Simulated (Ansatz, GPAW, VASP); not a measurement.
## Na (Im-3m, 1 atom in the cell) computed with different codes at matched settings

Self-consistent single point.

```xyz
1
Lattice="-2.1300 2.1300 2.1300 2.1300 -2.1300 2.1300 2.1300 2.1300 -2.1300" Properties=species:S:1:pos:R:3 pbc="T T T"
Na     0.0000     0.0000     0.0000
```

All programs got the same cell, k-point mesh and kind of occupations (in Ansatz's words: kpoints.mp_grid.grid = 9 9 9; scf.occupations.method = fermi_dirac; scf.occupations.width = 0.1 eV); potentials, basis and cutoffs are each program's usual ones.

| code | model | pressure (GPa) | cutoff |
|---|---|---|---|
| VASP | PBE, VASP's PBE PAW potentials (set 64) | -0.41 | 300 eV |
| GPAW | PBE, GPAW PAW datasets PBE (gpaw-data 1.0.1) | -0.30 | 800 eV |
| Ansatz | PBE, default PAW files | -0.32 | default |

The spread over the programs that give each value: pressure within 0.11 GPa.

The starting cell has typed, rounded lattice constants, without a prior relaxation at this level.

Question: Why do the programs differ, and what cannot be compared?

Answer: Differences of this kind can come from the potentials, where these differ, and from what each basis and cutoff leave unconverged. The valence holds different numbers of electrons (VASP 7, GPAW 7, Ansatz (a first-principles code) 9). The zero of total energies and Fermi levels follows the potentials and each program's conventions, so they are not compared here. Ansatz's pressure is given at a fixed set of plane waves, as the other plane-wave codes print theirs.

VASP's run is marked for a possible Pulay error in its stress at this cutoff; no cutoff test was made.

Left out of this page: Quantum ESPRESSO, ABINIT, CP2K, Elk, FLEUR and SIESTA (not drawn, or without a comparable value).

Keys are those of Ansatz 0.2.
